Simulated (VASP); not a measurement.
NaF (rock salt):

```
NaF
1.0
    0.00000     2.31500     2.31500
    2.31500     0.00000     2.31500
    2.31500     2.31500     0.00000
Na F
1 1
Direct
  0.00000   0.00000   0.00000
  0.50000   0.50000   0.50000
```

The lowest empty band near Γ, direction [100], from PBE with spin-orbit coupling in VASP (PAW); its two spin partners are averaged. The gap over the points computed is 6.29 eV, and the next band on that side lies 12.68 eV away at the edge.

Numerical set-up: 520 eV cut-off, 11×11×11 Γ-centred mesh, Gaussian smearing of 0.050 eV, potentials Na_pv F.

```json
[
 {"distance from the edge in k (1/Å)": "0.025", "distance in energy (meV)": "4.3"},
 {"distance from the edge in k (1/Å)": "0.035", "distance in energy (meV)": "8.3"},
 {"distance from the edge in k (1/Å)": "0.050", "distance in energy (meV)": "16.9"},
 {"distance from the edge in k (1/Å)": "0.070", "distance in energy (meV)": "33.1"}
]
```

Task: Fit E(1 + αE) = ħ²k²/2m* (ħ²/2m0 = 3.810 eV Å²) and predict the row at 0.095 1/Å.

Result: The rows don't resolve α, so a parabola serves: the electron mass is m* = 0.564 m0, and so 61.0 meV. The run gave 60.8 meV, -0.2 meV from the fit.

Left out are points under 3 meV from the edge, since the levels carry 0.1 meV, and points farther than half the way to the next band.

The compound is NaF in the rock salt structure. The cell was not relaxed at this level.
